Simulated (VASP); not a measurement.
Mg6CrC, 8 atoms in the cell. The structure is orthorhombic, space group Amm2 (No. 38). The conventional cell has a = 3.111 Å, b = 9.704 Å, c = 10.344 Å, α = 90.00°, β = 90.00°, γ = 90.00°. Cr (site symmetry mm2) has 2 C at 1.90 Å as nearest neighbours. Mg (site symmetry mm2) has 2 Cr at 2.98 Å and 6 Mg at 3.11 to 3.13 Å as nearest neighbours. Mg (site symmetry m) is surrounded by 1 C at 2.70 Å and 2 Cr at 2.77 Å and 2 Mg at 3.04 Å. Around Mg (site symmetry mm2) lie 10 Mg at 3.04 to 3.23 Å. Around Mg (site symmetry m) lie 2 C at 2.49 Å and 1 Cr at 2.74 Å. C (site symmetry mm2) is surrounded by 2 Cr at 1.90 Å. The cell comes from a database or a generator and needn't be the stable form of this composition.

| Property | Result |
| --- | --- |
| Program | VASP 6.6.1 |
| Task | single point |
| Functional | PBE |
| Potentials or basis | VASP PAW PBE potentials, release 54 (Cr_pv, Mg, C) |
| Cutoff | 520 eV |
| k mesh | 9 × 4 × 4 |
| Occupations | gaussian, width 0.05 eV |
| Spin | collinear spin, ferromagnetic start |
| Starting moments | [3.0, 0.0, 0.0, 0.0, 0.0, 0.0, 0.0, 0.0] μB |
| Further INCAR settings | ALGO = Fast; EDIFF = 1e-06 |

Potentials or basis: VASP PAW PBE potentials, release 54 (Cr_pv, Mg, C).

Run with:

```sh
$ cat potpaw_PBE.54/Cr_pv/POTCAR potpaw_PBE.54/Mg/POTCAR potpaw_PBE.54/C/POTCAR > POTCAR
$ mpirun -np 1 vasp_std > vasp.out
```

Hardware: 1 thread of Intel(R) Xeon(R) 6975P-C (Granite Rapids), with other jobs on the host.

Question: How long does it take, and how much memory?

Answer: It took 3.8 min on 1 thread of Intel(R) Xeon(R) 6975P-C (Granite Rapids) (shared host), peak memory 0.42 GiB. Counts: scf iterations 18, k points 35.
